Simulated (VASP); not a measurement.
Data:

```xyz
1
Lattice="0.0000 1.9309 1.9309 1.9309 0.0000 1.9309 1.9309 1.9309 0.0000" Properties=species:S:1:pos:R:3 pbc="T T T"
Pd     0.0000     0.0000     0.0000
```

All values below come from PBEsol GGA, VASP's PBE PAW potentials (set 64) (plane waves; VASP). Numerical set-up: 480 eV cut-off, 16×16×16 Γ-centred mesh, first-order Methfessel-Paxton smearing of 0.10 eV, potentials Pd.

Problem. What does the run give for the energy per atom (σ→0), pressure, band gap (on the k-mesh) with the smallest direct gap where there is one?

Solution. 
| Quantity | Result |
|---|---|
| band gap (on the k-mesh) | none (metal, semimetal or under 0.01 eV) |
| energy per atom (σ→0) | -5.959 eV/atom |
| pressure | 2.01 GPa |

Total energies compare only between runs with the same potentials, cut-off and functional.

The compound is Pd in the fcc structure. It was relaxed first under an external pressure of 2 GPa.
